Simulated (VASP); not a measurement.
These are TPSS meta-GGA, VASP's PBE PAW potentials (set 64) (plane waves; VASP) values and carry that method's errors.

VASP input:

### KPOINTS
```
Automatic mesh
0
Gamma
16 16 16
0 0 0
```

**POSCAR**
```
Cu
1
    0.0000000000     1.8050000000     1.8050000000
    1.8050000000     0.0000000000     1.8050000000
    1.8050000000     1.8050000000     0.0000000000
Cu
1
Direct
  0.0000000000   0.0000000000   0.0000000000
```

INCAR:
```
! general
SYSTEM   =  Cu
PREC     =  Accurate
ENCUT    =  520
LREAL    =  F   ! projection in real space or not
LASPH    =  T   ! aspherical one-centre terms

! electronic loop
EDIFF    =  1E-6   ! SCF stop (eV)
NELM     =  100   ! most electronic steps
ALGO     =  Normal   ! blocked Davidson
LMAXMIX  =  4
LMIXTAU  =  T

! smearing
ISMEAR   =  1   ! Methfessel-Paxton
SIGMA    =  0.1   ! width (eV)

! functional
METAGGA  =  TPSS

! ions
IBRION   =  2   ! conjugate gradients
NSW      =  60   ! most ionic steps
ISIF     =  3
EDIFFG   =  -0.01   ! ionic stop

! output
LWAVE    =  F
LCHARG   =  F
```

POTCAR, in this order: Cu (PBE.64 set). Program: vasp_std.

The resulting files:

### OSZICAR
```
       N       E                     dE             d eps       ncg     rms          rms(c)
DAV:   1     0.418144225731E+02    0.41814E+02   -0.69728E+03  2674   0.257E+03
DAV:   2    -0.476457765367E+01   -0.46579E+02   -0.44612E+02  2626   0.260E+02
DAV:   3    -0.724063302078E+01   -0.24761E+01   -0.24500E+01  3082   0.973E+01
DAV:   4    -0.727720122500E+01   -0.36568E-01   -0.36558E-01  3145   0.116E+01
DAV:   5    -0.727779237341E+01   -0.59115E-03   -0.59114E-03  3274   0.133E+00    0.407E+00
DAV:   6    -0.116976127200E+02   -0.44198E+01   -0.10539E+01  2610   0.581E+01    0.253E+00
DAV:   7    -0.131810339290E+02   -0.14834E+01   -0.95416E+00  3031   0.679E+01    0.582E+00
DAV:   8    -0.116246734323E+02    0.15564E+01   -0.87873E+00  2996   0.638E+01    0.235E+00
DAV:   9    -0.116334055601E+02   -0.87321E-02   -0.93599E-01  2985   0.170E+01    0.240E-01
DAV:  10    -0.116353359752E+02   -0.19304E-02   -0.23972E-02  3413   0.396E+00    0.160E-01
DAV:  11    -0.116372407486E+02   -0.19048E-02   -0.26810E-02  2805   0.388E+00    0.304E-01
DAV:  12    -0.116358339450E+02    0.14068E-02   -0.30245E-02  2791   0.441E+00    0.154E-01
DAV:  13    -0.116354502660E+02    0.38368E-03   -0.33517E-03  2861   0.137E+00    0.705E-03
DAV:  14    -0.116354553020E+02   -0.50360E-05   -0.37940E-05  3632   0.160E-01    0.622E-03
DAV:  15    -0.116354604199E+02   -0.51179E-05   -0.99473E-06  3168   0.590E-02    0.177E-03
DAV:  16    -0.116354607497E+02   -0.32980E-06   -0.51726E-07  1457   0.164E-02
   1 F= -.11635461E+02 E0= -.11635410E+02  d E =-.116355E+02
       N       E                     dE             d eps       ncg     rms          rms(c)
DAV:   1    -0.118408221612E+02   -0.20536E+00   -0.40807E+00  2746   0.522E+01    0.379E+00
DAV:   2    -0.117158994193E+02    0.12492E+00   -0.33506E+00  2750   0.436E+01    0.159E+00
DAV:   3    -0.116439107963E+02    0.71989E-01   -0.59261E-01  2715   0.189E+01    0.574E-01
DAV:   4    -0.116385184412E+02    0.53924E-02   -0.16813E-02  2811   0.280E+00    0.103E-01
DAV:   5    -0.116382161775E+02    0.30226E-03   -0.41526E-03  2797   0.176E+00    0.420E-02
DAV:   6    -0.116381799485E+02    0.36229E-04   -0.47157E-04  2804   0.588E-01    0.112E-02
DAV:   7    -0.116381725498E+02    0.73987E-05   -0.32381E-05  2851   0.141E-01    0.676E-03
DAV:   8    -0.116381782205E+02   -0.56706E-05   -0.17111E-05  2748   0.106E-01    0.246E-03
DAV:   9    -0.116381757827E+02    0.24378E-05   -0.19028E-06  1371   0.349E-02    0.812E-04
DAV:  10    -0.116381762405E+02   -0.45780E-06   -0.46058E-08  1334   0.580E-03
   2 F= -.11638176E+02 E0= -.11638171E+02  d E =-.271549E-02
       N       E                     dE             d eps       ncg     rms          rms(c)
DAV:   1    -0.116456516749E+02   -0.74759E-02   -0.14985E-01  2742   0.104E+01    0.701E-01
DAV:   2    -0.116410233720E+02    0.46283E-02   -0.10934E-01  2750   0.782E+00    0.277E-01
DAV:   3    -0.116387582673E+02    0.22651E-02   -0.19790E-02  2726   0.347E+00    0.115E-01
DAV:   4    -0.116384837174E+02    0.27455E-03   -0.90839E-04  2839   0.677E-01    0.285E-02
DAV:   5    -0.116384854915E+02   -0.17741E-05   -0.21388E-04  2788   0.400E-01    0.681E-03
DAV:   6    -0.116384809435E+02    0.45480E-05   -0.12455E-05  2818   0.954E-02    0.196E-03
DAV:   7    -0.116384824287E+02   -0.14851E-05   -0.11328E-06  1390   0.271E-02    0.140E-03
DAV:   8    -0.116384812052E+02    0.12235E-05   -0.61496E-07  1326   0.204E-02    0.396E-04
DAV:   9    -0.116384816640E+02   -0.45887E-06   -0.59725E-08  1324   0.606E-03
   3 F= -.11638482E+02 E0= -.11638469E+02  d E =-.302091E-02
       N       E                     dE             d eps       ncg     rms          rms(c)
DAV:   1    -0.116396839716E+02   -0.12028E-02   -0.24758E-02  2745   0.420E+00    0.286E-01
DAV:   2    -0.116389418517E+02    0.74212E-03   -0.18350E-02  2750   0.320E+00    0.114E-01
DAV:   3    -0.116385481830E+02    0.39367E-03   -0.33197E-03  2723   0.142E+00    0.468E-02
DAV:   4    -0.116384910357E+02    0.57147E-04   -0.14805E-04  2831   0.273E-01    0.114E-02
DAV:   5    -0.116384938670E+02   -0.28314E-05   -0.34484E-05  2784   0.161E-01    0.273E-03
DAV:   6    -0.116384923679E+02    0.14991E-05   -0.20228E-06  1463   0.385E-02    0.805E-04
DAV:   7    -0.116384929393E+02   -0.57146E-06   -0.17510E-07  1325   0.107E-02
   4 F= -.11638493E+02 E0= -.11638476E+02  d E =-.303219E-02
```

OUTCAR:
```
------------------------ aborting loop because EDIFF is reached ----------------------------------------
  FORCE on cell =-STRESS in cart. coord.  units (eV):
  Direction    XX          YY          ZZ          XY          YZ          ZX
  --------------------------------------------------------------------------------------
  Total        0.0000518      0.0000518      0.0000518      0.0000000     -0.0000000      0.0000000
  in kB        0.0072152      0.0072152      0.0072152      0.0000000     -0.0000000      0.0000000
  external PRESSURE =       0.0072152 kB  Pullay stress =       0.0000000 kB
  volume of cell :       11.51
      direct lattice vectors                 reciprocal lattice vectors
    -0.000000000  1.791965547  1.791965547    -0.279023222  0.279023222  0.279023222
     1.791965547 -0.000000000  1.791965547     0.279023222 -0.279023222  0.279023222
     1.791965547  1.791965547  0.000000000     0.279023222  0.279023222 -0.279023222
 POSITION                                       TOTAL-FORCE (eV/Angst)
 -----------------------------------------------------------------------------------
      0.00000      0.00000      0.00000         0.000000      0.000000     -0.000000
 -----------------------------------------------------------------------------------
    total drift:                               -0.000000     -0.000000     -0.000000
  FREE ENERGIE OF THE ION-ELECTRON SYSTEM (eV)
  ---------------------------------------------------
  free  energy   TOTEN  =       -11.6384929393 eV

  energy  without entropy=      -11.6384434343  energy(sigma->0) =      -11.63847644

 reached required accuracy - stopping structural energy minimisation
```
(Selected blocks of OUTCAR.)

CONTCAR:
```
Cu
   1.00000000000000
    -0.0000000000000000    1.7919655467936422    1.7919655467936422
     1.7919655467936422   -0.0000000000000000    1.7919655467936422
     1.7919655467936422    1.7919655467936422    0.0000000000000000
  Cu
     1
Direct
     0.0000000000000000    0.0000000000000000    0.0000000000000000
```

Energy and stress use the plane-wave basis of the starting cell.

The compound is Cu in the fcc structure. This run relaxes it. Symmetry was kept, so distortions that lower it aren't found.
